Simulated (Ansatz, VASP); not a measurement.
# Ta2Ti (Ta2Ti in the C11b ordering) in two plane-wave programs, part 2 of 2

One calculation is typed for both programs; each brings its own data sets. How far apart do they land? The cell is generated by rule, not measured, and may not be a known phase. The cell is taken from a series of runs on this material, whose earlier steps may have relaxed, scaled, displaced or heated it; both programs get it as it stands.

VASP 6.6.1 and Ansatz 0.2.0.

So far: Starting point; VASP: relaxation of cell and atoms, PBE, pair 1; Ansatz: relaxation of cell and atoms, PBE, pair 1; Comparison.

## Step 5: VASP: relaxation of cell and atoms, PBE, pair 2

Level of this step: PBE; plane waves and PAW (Ti_sv, Ta_pv); invented cell (VASP).

The relaxed volume is the usual yardstick between codes: in a stiff, nearly cubic crystal its relative difference is about their pressure difference at one cell divided by the bulk modulus.

The input, INCAR:

```
SYSTEM = Ta2Ti
PREC = Accurate
ENCUT = 500
EDIFF = 1E-07
NELM = 120
ISMEAR = 0
SIGMA = 0.1
LREAL = .FALSE.
ALGO = Normal
GGA = PE
NBANDS = 23
LASPH = .TRUE.
LORBIT = 11
LWAVE = .FALSE.
LCHARG = .FALSE.
ISIF = 3
IBRION = 2
NSW = 80
EDIFFG = -0.005
GGA_COMPAT = .FALSE.
NELMIN = 4
KPAR = 2
```

The input, POSCAR:

```
Ta2Ti
1.0
    3.3002500000      0.0000000000      0.0000020000
    0.0000000000      3.3002500000      0.0000020000
    1.6501220000      1.6501220000      4.9503720000
Ti Ta
1 2
Direct
    0.0000000000      0.0000000000      0.0000000000
    0.6666667340      0.6666667340      0.6666665320
    0.3333333670      0.3333333670      0.3333332660
```

The input, KPOINTS:

```
Automatic mesh
0
Gamma
10 10 10
0 0 0
```

The projector-augmented-wave data sets are Ti_sv and Ta_pv (PBE family, release 64).

The run is started by

```bash
$ mpirun -np 2 vasp_std
```

Numbers of over 12 decimals in the logs are rounded to 6 here.

What it wrote:

```text
[... set-up lines as in an earlier step ...]
 entering main loop
       N       E                     dE             d eps       ncg     rms          rms(c)
DAV:   1     0.336054200985E+03    0.33605E+03   -0.18083E+04  4692   0.160E+03
DAV:   2    -0.144396101006E+02   -0.35049E+03   -0.34302E+03  5007   0.463E+02
DAV:   3    -0.328098400688E+02   -0.18370E+02   -0.17510E+02  7507   0.955E+01
DAV:   4    -0.334567662775E+02   -0.64693E+00   -0.63976E+00  5885   0.147E+01
[...]
DAV:  14    -0.312469035819E+02   -0.66686E-06   -0.84563E-06  5877   0.274E-02    0.751E-03
DAV:  15    -0.312469028894E+02    0.69249E-06   -0.23654E-06  6652   0.140E-02    0.235E-03
DAV:  16    -0.312469028248E+02    0.64634E-07   -0.23738E-07  4773   0.428E-03
   1 F= -.31246903E+02 E0= -.31231409E+02  d E =-.312469E+02
[... from here on, the cycles between the ionic steps are left out ...]
   2 F= -.31252289E+02 E0= -.31237625E+02  d E =-.538602E-02
   3 F= -.31254232E+02 E0= -.31239322E+02  d E =-.732920E-02
   6 F= -.31262882E+02 E0= -.31247204E+02  d E =-.317652E-03
   7 F= -.31262894E+02 E0= -.31247239E+02  d E =-.330132E-03
   8 F= -.31263210E+02 E0= -.31247547E+02  d E =-.315669E-03
   9 F= -.31263368E+02 E0= -.31247735E+02  d E =-.473263E-03
  10 F= -.31263444E+02 E0= -.31247834E+02  d E =-.761176E-04
  11 F= -.31263498E+02 E0= -.31247950E+02  d E =-.130321E-03
  12 F= -.31263495E+02 E0= -.31248029E+02  d E =0.247703E-05
  13 F= -.31263521E+02 E0= -.31248013E+02  d E =-.227288E-04
  14 F= -.31263521E+02 E0= -.31248011E+02  d E =-.227523E-04
  15 F= -.31263529E+02 E0= -.31248021E+02  d E =-.819053E-05
 trial-energy change:   -0.000008  1 .order   -0.000008   -0.000011   -0.000006
 step:   1.9592(harm=  1.9592)  dis= 0.00093  next Energy=   -31.263532 (dE=-0.114E-04)
 reached required accuracy - stopping structural energy minimisation
```

From OUTCAR (step 5):

```text
  Total       -0.0049147     -0.0049147      0.0095006      0.0000000     -0.0000000     -0.0000000
  in kB       -0.1465127     -0.1465127      0.2832225      0.0000000     -0.0000003     -0.0000003
  external PRESSURE =      -0.0032676 kB  Pullay stress =       0.0000000 kB

 POSITION                                       TOTAL-FORCE (eV/Angst)
 -----------------------------------------------------------------------------------
      1.66596      1.66596      4.84108         0.000000      0.000000      0.000000
      3.33193      3.33193      3.19504         0.000000      0.000000     -0.004045
      1.66596      1.66596      1.64605        -0.000000     -0.000000      0.004045
 -----------------------------------------------------------------------------------
    total drift:                                0.000000      0.000000      0.000238

  FREE ENERGIE OF THE ION-ELECTRON SYSTEM (eV)
  ---------------------------------------------------
  free  energy   TOTEN  =       -31.2635288182 eV

  energy  without entropy=      -31.2325123172  energy(sigma->0) =      -31.24802057

[... 1 part as in an earlier step ...]

[... 3 further parts left out ...]
[key lines of the parts left out:]
E-fermi :   6.2926
```

## Step 6: Ansatz: relaxation of cell and atoms, PBE, pair 2

The same cell, functional, mesh and smearing now go to Ansatz, which takes its cutoff from its data sets.

The cell is taken from a series of runs on this material, whose earlier steps may have relaxed, scaled, displaced or heated it; both programs get it as it stands.

The input, input.yaml:

```yaml
crystal:
  lattice:
    - [3.30025, 0.0, 0.0]
    - [0.0, 3.30025, 0.0]
    - [1.65012, 1.65012, 4.95037]
  atoms:
    - { symbol: Ti, position: [0.0, 0.0, 0.0] }
    - { symbol: Ta, position: [0.66666667, 0.66666667, 0.66666667] }
    - { symbol: Ta, position: [0.33333333, 0.33333333, 0.33333333] }
kpoints:
  mp_grid: { grid: [10, 10, 10] }
hamiltonian:
  xc: pbe
scf:
  occupations: { method: gaussian, width: 0.1 }
output:
  forces: true
  stress: true
  eigenvalues: true
relax:
  adjacent_minimum: "off"
  f_tol: 0.005
  max_steps: 80
  cell: { stress_tol: 0.05 }
```

The run is started by

```bash
$ ansatz run input.yaml --threads 4 --pin off --max-ram 8192MiB --backend cpu --events-out ev --progress --plain --runs-dir out
```

What it wrote:

```text
[...]
Crystal: 3 atoms, lattice volume = 53.918 Å³
Basis set: ecut = 420 eV, 1045 PW (Γ), exchange–correlation on 48×48×80 points (8 copies of the dense FFT grid, shifted against one another)
Bands: 23, of which v1, the nominal top of the filled ones, is band 19 counted from 1 (18 counted from 0)
Symmetry: 16 space group operations
[...]
k-points: 102 of 1000
[...]
--- Relaxed structure (5 steps of the walk, 4 accepted, 1 SCFs on fresh bases) ---
[...]
cell:  # Å, volume = 53.7533 Å³
    - [3.330364, -4.246878774378646e-13, 1.6818764633758018e-6]
    - [-4.24687877525237e-13, 3.330364, 1.6818764633742554e-6]
    - [1.665180, 1.665180, 4.846427]
  atoms:
    - { symbol: Ti, position: [0, 0, 1.168076646105359e-19] }
    - { symbol: Ta, position: [0.670096, 0.670096, 0.659807] }
    - { symbol: Ta, position: [0.329904, 0.329904, 0.340193] }
[key lines of the parts left out:]
SCF converged after 8 iterations
Free energy (F): -22363.969361 eV
Fermi energy:    16.734706 eV
P = ⅓ Tr σ = 0.0155 GPa (0.155 kbar)
```

## Step 7: Differences

What differs besides the data sets and the points named for the pairs above, as far as they apply: the data sets hold 38 valence electrons in Ansatz (on its default PAW (the set named soft_2) files) and 34 in VASP. Total energies have different zeros and are not compared.

Both answers:

| quantity | Ansatz | VASP | difference |
| --- | --- | --- | --- |
| volume (Å³) | 53.75 | 53.74 | +0.02 % |
| edge a after relaxation, in the typed setting (Å) | 3.330 | 3.332 | -0.05 % |
| edge c after relaxation, in the typed setting (Å) | 5.388 | 5.384 | +0.08 % |

## Step 8: VASP: zone-centre phonons, PBE

Second derivatives magnify differences that forces hide, and they need a tight electronic threshold.

The input, INCAR:

```
SYSTEM = Ta2Ti
PREC = Accurate
ENCUT = 500
EDIFF = 1E-08
NELM = 120
ISMEAR = 1
SIGMA = 0.2
LREAL = .FALSE.
ALGO = Normal
GGA = PE
NBANDS = 23
LASPH = .TRUE.
LORBIT = 11
LWAVE = .FALSE.
LCHARG = .FALSE.
ISIF = 2
IBRION = 8
GGA_COMPAT = .FALSE.
KPAR = 2
```

The input, POSCAR:

```
Ta2Ti
1.0
    3.3119596884      0.0000000000      0.0000016726
    0.0000000000      3.3119596884      0.0000016726
    1.6559773724      1.6559773724      4.8945156527
Ti Ta
1 2
Direct
    0.0000000000      0.0000000000      0.0000000000
    0.6697675232      0.6697675232      0.6604649536
    0.3302324768      0.3302324768      0.3395350464
```

The input, KPOINTS:

```
Automatic mesh
0
Gamma
6 6 6
0 0 0
```

The run is started by

```bash
$ mpirun -np 2 vasp_std
```

What it wrote:

```text
[... set-up lines as in an earlier step ...]
 entering main loop
       N       E                     dE             d eps       ncg     rms          rms(c)
DAV:   1     0.338014551023E+03    0.33801E+03   -0.17946E+04  1380   0.159E+03
DAV:   2    -0.144130722371E+02   -0.35243E+03   -0.34512E+03  1450   0.464E+02
DAV:   3    -0.329279713503E+02   -0.18515E+02   -0.17596E+02  2224   0.962E+01
DAV:   4    -0.335459528638E+02   -0.61798E+00   -0.61418E+00  1707   0.149E+01
[...]
DAV:  17    -0.312247125492E+02    0.29043E-07   -0.46314E-08  1546   0.241E-03    0.180E-04
DAV:  18    -0.312247125809E+02   -0.31650E-07   -0.26651E-09   984   0.424E-04    0.374E-05
DAV:  19    -0.312247125854E+02   -0.45775E-08   -0.73240E-10   844   0.204E-04
   1 F= -.31224713E+02 E0= -.31222063E+02  d E =-.794748E-02
 Linear response reoptimize wavefunctions to high precision
DAV:   1    -0.312247125841E+02    0.13138E-08   -0.22674E-10   942   0.110E-04
DAV:   2    -0.312247125841E+02    0.16826E-10   -0.63760E-11   802   0.496E-05
 Linear response DOF=           4
 Linear response progress:
[...]
RMM:  22    -0.174912436612E+00   -0.10830E-06    0.11857E-07  8463   0.468E-04    0.785E-05
RMM:  23    -0.174912489558E+00   -0.52946E-07    0.79079E-08  7806   0.361E-04    0.390E-05
RMM:  24    -0.174912491134E+00   -0.15758E-08    0.57579E-08  7494   0.274E-04    0.421E-05
 first order change of Fermi-energy  -0.43900E-04
 force on displaced ion       2 direction 1 :  -7.787  -0.000   0.014
 Linear response progress:
  Degree of freedom:   4/  4
       N       E                     dE             d eps       ncg     rms          rms(c)
RMM:   1    -0.168735145651E+00   -0.16874E+00    0.12941E+01  1467   0.225E+01
RMM:   2    -0.205758279818E+00   -0.37023E-01   -0.41440E-02  2450   0.147E+00    0.291E-01
RMM:   3    -0.208131441116E+00   -0.23732E-02   -0.15808E-02  2422   0.752E-01    0.404E-01
RMM:   4    -0.204299196320E+00    0.38322E-02   -0.52418E-03  2198   0.523E-01    0.105E-01
[...]
RMM:  23    -0.203765983170E+00   -0.14976E-08   -0.55560E-07  3225   0.218E-04    0.112E-04
RMM:  24    -0.203766000280E+00   -0.17110E-07   -0.37869E-07  2688   0.187E-04    0.112E-04
RMM:  25    -0.203766047527E+00   -0.47246E-07   -0.34281E-07  3721   0.176E-04    0.996E-05
 first order change of Fermi-energy   0.70218E-01
 force on displaced ion       2 direction 3 :   0.000   0.000  -5.790
 Linear response finished
```

OUTCAR, selected parts (step 8):

```text
  Total        0.2538479      0.2538479     -0.3005485     -0.0000000      0.0000003      0.0000003
  in kB        7.5753801      7.5753801     -8.9690294     -0.0000000      0.0000084      0.0000084
  external PRESSURE =       2.0605769 kB  Pullay stress =       0.0000000 kB

 POSITION                                       TOTAL-FORCE (eV/Angst)
 -----------------------------------------------------------------------------------
      0.00000      0.00000      0.00000         0.000000     -0.000000      0.000000
      3.31196      3.31196      3.23266         0.000000      0.000000     -0.101876
      1.65598      1.65598      1.66186        -0.000000     -0.000000      0.101876
 -----------------------------------------------------------------------------------
    total drift:                                0.000000      0.000000      0.000000

[... 2 further parts left out ...]
```

## Step 9: Ansatz: zone-centre phonons, PBE

The same cell, functional, mesh and smearing now go to Ansatz, which takes its cutoff from its data sets.

The cell is taken from a series of runs on this material, whose earlier steps may have relaxed, scaled, displaced or heated it; both programs get it as it stands.

The input, input.yaml:

```yaml
crystal:
  lattice:
    - [3.3119596884, 0.0, 1.6726e-06]
    - [0.0, 3.3119596884, 1.6726e-06]
    - [1.6559773724, 1.6559773724, 4.8945156527]
  atoms:
    - { symbol: Ti, position: [0.0, 0.0, 0.0] }
    - { symbol: Ta, position: [0.6697675232, 0.6697675232, 0.6604649536] }
    - { symbol: Ta, position: [0.3302324768, 0.3302324768, 0.3395350464] }
kpoints:
  mp_grid: { grid: [6, 6, 6] }
hamiltonian:
  xc: pbe
scf:
  occupations: { method: methfessel_paxton, width: 0.2 }
output:
  eigenvalues: true
phonons:
  method: dfpt
  qmesh: [2, 2, 2]
  temperatures: { t_max: 1000, t_step: 50 }
  qpath:
    path:
      - [[0.0, 0.0, 0.0], [0.5, 0.5, 0.5], [0.5, 0.5, 0.75], [0.5, 0.0, 0.5], [0.0, 0.0, 0.0], [0.0, 0.0, 0.5], [0.4427651, 0.0, 0.72138255]]
      - [[0.5572349, 0.0, 0.27861745], [0.0, 0.0, 0.0]]
      - [[0.5, 0.5, 0.5], [0.5572349, 0.4427651, 0.5]]
      - [[0.4427651, 0.4427651, 0.9427651], [0.0, 0.0, 0.5]]
    npoints: 10
```

The run is started by

```bash
$ ansatz run input.yaml --threads 4 --pin off --max-ram 8192MiB --backend cpu --events-out ev --progress --plain --runs-dir out
```

What it wrote:

```text
[...]
largest difference from the sums on the solved wave vectors: F 1.88e-1 eV, S 2.50e-4 and C_V 6.28e-5 eV/K
  zero-point energy: 0.058506 eV/cell   skipped modes (ω ≤ 0): 497, of them read as no rigid motion or as one in doubt: 494 (3.975e-1 modes/cell left out, lowest -55.50 cm⁻¹)   left out of the sums: 4.42e-2 of the cell's modes: C_V's classical limit lies that fraction below 3 k_B per atom; for a crystal, a wire or a layer, F and S can be off by more, and a phonons.interpolated_qmesh denser along its periods is the remedy for the sampling
[key lines of the parts left out:]
SCF converged after 9 iterations
Free energy (F): -22363.930711 eV
Fermi energy:    16.761883 eV
```

## Step 10: Side by side

What differs besides the data sets and the points named for the pairs above, as far as they apply: VASP's run holds the zone centre alone; the data sets hold 38 valence electrons in Ansatz (on its default PAW (the set named soft_2) files) and 34 in VASP. Total energies have different zeros and are not compared.

Compared:

| quantity | Ansatz | VASP | difference |
| --- | --- | --- | --- |
| optical mode 1 (cm⁻¹) | 114.8 | 116.8 | -1.68 % |
| optical mode 2 to 3 (cm⁻¹) | 130.6 | 135.9 | -3.95 % |
| optical mode 4 (cm⁻¹) | 183.0 | 185.2 | -1.22 % |
| optical mode 5 to 6 (cm⁻¹) | 203.9 | 207.2 | -1.59 % |

Modes are paired by rising frequency, not by their patterns, so a pair may set unlike modes beside each other; they are those without the splitting of longitudinal modes.

## Step 11: Outcome

```
difference in volume (relaxation of cell and atoms, PBE, pair 1)                                                  : 0.044 %
difference in edge c after relaxation, in the typed setting (relaxation of cell and atoms, PBE, pair 2)           : 0.080 %
r.m.s. difference of the optical zone-centre modes, each program's sorted by frequency (zone-centre phonons, PBE) : 3.8 cm⁻¹
difference in optical mode 2 to 3 (zone-centre phonons, PBE)                                                      : -3.9 %
```

In words: The difference in edge c after relaxation, in the typed setting is 0.080 % (relaxation of cell and atoms, PBE, pair 2), within the 1.2 % picked in this series as the mark of a large difference, as far as the stopping tolerances let one tell. The data sets hold unlike numbers of valence electrons (38 in Ansatz and 34 in VASP), so part of the differences comes from the potentials. Among the rows given in per cent, the largest difference of the zone-centre phonons, PBE pair is in optical mode 2 to 3, -3.9 %. How closely two codes agree says nothing of how well the functional describes the real material.

[Lines on the potential files, build, host, timing and source positions are cut from VASP's logs without a mark.]

[Logs are printed without paths, hosts, clocks, repeated set-up lines and the standing remarks that a program may print on its own settings, such as how far it seeks lower states.]

[Hosts, paths, dates, database ids (printed as entryN), source tags and the programs' standing remarks are cut or masked in the printed files.]
